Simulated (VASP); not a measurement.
Method: PBE GGA with D4 dispersion, VASP's PBE PAW potentials (set 64) (plane waves; VASP).

A VASP calculation is set up with these files.

File POSCAR:
```
WC
1.0
  1.4550000000  -2.5201340000   0.0000000000
  1.4550000000   2.5201340000   0.0000000000
  0.0000000000   0.0000000000   2.8400000000
W C
1 1
Cart
  0.0000000000   0.0000000000   0.0000000000
  1.4550000000   0.8400463468   1.4200000000
```

**KPOINTS**
```
Automatic mesh
0
Gamma
13 13 12
0 0 0
```

**INCAR**
```
# general
SYSTEM  = WC
PREC    = Accurate
ENCUT   = 520
LREAL   = .FALSE.
LASPH   = .TRUE.

# electronic loop
EDIFF   = 1E-6
NELM    = 100
ALGO    = Normal
LMAXMIX = 6

# smearing
ISMEAR  = 1
SIGMA   = 0.1

# functional
GGA     = PE
IVDW    = 13

# ions
IBRION  = 2
NSW     = 60
ISIF    = 3
EDIFFG  = -0.01

# output
LWAVE   = .FALSE.
LCHARG  = .FALSE.
```

POTCAR, in this order: W_sv C (PBE.64 set). Program: vasp_std.

The run wrote:

OUTCAR:
```
 ion  position               nearest neighbor table
   1  0.000  0.000  0.000-   2 2.20   2 2.20   2 2.20   2 2.20   2 2.20   2 2.20
   2  0.333  0.667  0.500-   1 2.20   1 2.20   1 2.20   1 2.20   1 2.20   1 2.20
  LATTYP: Found a hexagonal cell.
 ALAT       =     2.9100000649
 C/A-ratio  =     0.9759449954
 Subroutine PRICEL returns:
 Original cell was already a primitive cell.
 Subroutine GETGRP returns: Found 12 space group operations
The static configuration has the point symmetry D_3h.
The dynamic configuration has the point symmetry D_3h.
 Subroutine INISYM returns: Found 12 space group operations
 Subroutine IBZKPT returns following result:
 Found    147 irreducible k-points:

 Following reciprocal coordinates:
            Coordinates               Weight
  0.000000  0.000000  0.000000      1.000000
  0.076923  0.000000  0.000000      6.000000
  0.153846  0.000000  0.000000      6.000000
  0.230769 -0.000000  0.000000      6.000000
  0.307692  0.000000  0.000000      6.000000
  0.384615  0.000000  0.000000      6.000000
  0.461538  0.000000  0.000000      6.000000
  0.076923  0.076923  0.000000      6.000000
  0.153846  0.076923  0.000000     12.000000
  0.230769  0.076923  0.000000     12.000000
  0.307692  0.076923  0.000000     12.000000
  0.384615  0.076923  0.000000     12.000000
  0.461538  0.076923  0.000000      6.000000
  0.153846  0.153846  0.000000      6.000000
  0.230769  0.153846  0.000000     12.000000
  0.307692  0.153846  0.000000     12.000000
  0.384615  0.153846  0.000000     12.000000
  0.230769  0.230769  0.000000      6.000000
  0.307692  0.230769  0.000000     12.000000
  0.384615  0.230769  0.000000      6.000000
  0.307692  0.307692  0.000000      6.000000
  0.000000  0.000000  0.083333      2.000000
  0.076923  0.000000  0.083333     12.000000
...
```

OSZICAR:
```
       N       E                     dE             d eps       ncg     rms          rms(c)
DAV:   1     0.109378708060E+03    0.10938E+03   -0.98296E+03  3822   0.154E+03
DAV:   2    -0.216157365629E+02   -0.13099E+03   -0.12758E+03  4387   0.380E+02
DAV:   3    -0.254832713421E+02   -0.38675E+01   -0.38329E+01  4585   0.606E+01
DAV:   4    -0.255203293544E+02   -0.37058E-01   -0.37028E-01  4217   0.624E+00
DAV:   5    -0.255206473471E+02   -0.31799E-03   -0.31796E-03  4567   0.592E-01    0.323E+01
DAV:   6    -0.225375344971E+02    0.29831E+01   -0.95825E+00  4312   0.318E+01    0.856E+00
DAV:   7    -0.224716657864E+02    0.65869E-01   -0.40977E-01  4017   0.578E+00    0.612E+00
DAV:   8    -0.224457145213E+02    0.25951E-01   -0.70472E-02  4237   0.255E+00    0.880E-01
DAV:   9    -0.224446371662E+02    0.10774E-02   -0.36563E-03  4102   0.488E-01    0.142E-01
DAV:  10    -0.224445900880E+02    0.47078E-04   -0.27777E-04  4487   0.225E-01    0.714E-02
DAV:  11    -0.224445882712E+02    0.18168E-05   -0.21413E-05  4157   0.437E-02    0.104E-02
DAV:  12    -0.224445871969E+02    0.10743E-05   -0.47645E-06  4077   0.210E-02    0.304E-03
DAV:  13    -0.224445872156E+02   -0.18700E-07   -0.96043E-08  1981   0.326E-03
   1 F= -.23416242E+02 E0= -.23416112E+02  d E =-.234162E+02
       N       E                     dE             d eps       ncg     rms          rms(c)
DAV:   1    -0.224659063516E+02   -0.21319E-01   -0.99762E-01  3897   0.147E+01    0.304E+00
DAV:   2    -0.224314028865E+02    0.34503E-01   -0.85140E-02  3932   0.381E+00    0.613E-01
DAV:   3    -0.224262408820E+02    0.51620E-02   -0.91472E-03  4172   0.896E-01    0.200E-01
DAV:   4    -0.224253681319E+02    0.87275E-03   -0.24261E-03  4207   0.562E-01    0.239E-01
DAV:   5    -0.224253926201E+02   -0.24488E-04   -0.17026E-04  4322   0.152E-01    0.211E-02
DAV:   6    -0.224253856970E+02    0.69232E-05   -0.29303E-05  4357   0.431E-02    0.218E-03
DAV:   7    -0.224253851468E+02    0.55021E-06   -0.12493E-06  2446   0.120E-02
   2 F= -.23412460E+02 E0= -.23412392E+02  d E =0.378205E-02
       N       E                     dE             d eps       ncg     rms          rms(c)
DAV:   1    -0.224633850277E+02   -0.37999E-01   -0.54896E-01  3907   0.110E+01    0.221E+00
DAV:   2    -0.224444084279E+02    0.18977E-01   -0.49433E-02  3937   0.282E+00    0.451E-01
DAV:   3    -0.224416125470E+02    0.27959E-02   -0.51729E-03  4137   0.650E-01    0.147E-01
DAV:   4    -0.224411126901E+02    0.49986E-03   -0.13965E-03  4192   0.427E-01    0.169E-01
DAV:   5    -0.224411118618E+02    0.82831E-06   -0.93662E-05  4347   0.112E-01    0.167E-02
DAV:   6    -0.224411067162E+02    0.51455E-05   -0.16322E-05  4367   0.320E-02    0.167E-03
DAV:   7    -0.224411070575E+02   -0.34131E-06   -0.71039E-07  1961   0.883E-03
   3 F= -.23416772E+02 E0= -.23416658E+02  d E =-.529818E-03
```

File OUTCAR:
```
------------------------ aborting loop because EDIFF is reached ----------------------------------------
  Edisp (eV):   -0.97567
  FORCE on cell =-STRESS in cart. coord.  units (eV):
  Direction    XX          YY          ZZ          XY          YZ          ZX
  --------------------------------------------------------------------------------------
  Total       0.00283     0.00283    -0.00693     0.00000    -0.00000     0.00000
  in kB       0.21883     0.21883    -0.53548     0.00000    -0.00000     0.00000
  external pressure =       -0.03 kB  Pullay stress =        0.00 kB
  volume of cell :       20.74
      direct lattice vectors                 reciprocal lattice vectors
     1.453172676 -2.516968982  0.000000000     0.344074733 -0.198651634  0.000000000
     1.453172676  2.516968982 -0.000000000     0.344074733  0.198651634 -0.000000000
     0.000000000  0.000000000  2.834518584     0.000000000  0.000000000  0.352793595
 POSITION                                       TOTAL-FORCE (eV/Angst)
 -----------------------------------------------------------------------------------
      0.00000      0.00000      2.83452        -0.000000     -0.000000      0.000000
      1.45317      0.83899      1.41726         0.000000      0.000000     -0.000000
 -----------------------------------------------------------------------------------
    total drift:                               -0.000000     -0.000384      0.000000
  FREE ENERGIE OF THE ION-ELECTRON SYSTEM (eV)
  ---------------------------------------------------
  free  energy   TOTEN  =       -23.4167721689 eV

  energy  without entropy=      -23.4164292903  energy(sigma->0) =      -23.41665788

 reached required accuracy - stopping structural energy minimisation
```
(Selected blocks of OUTCAR.)

CONTCAR:
```
WC
   1.00000000000000
     1.4531726760874009   -2.5169689818589647    0.0000000000000000
     1.4531726760874009    2.5169689818589647   -0.0000000000000000
     0.0000000000000000    0.0000000000000000    2.8345185835222280
  W               C
     1     1
Direct
     0.0000000000000000    0.0000000000000000    1.0000000000000000
     0.3333330000000032    0.6666669999999968    0.5000000000000000
```

The compound is WC in the wc structure. This run relaxes it. Symmetry was kept, so distortions that lower it aren't found.
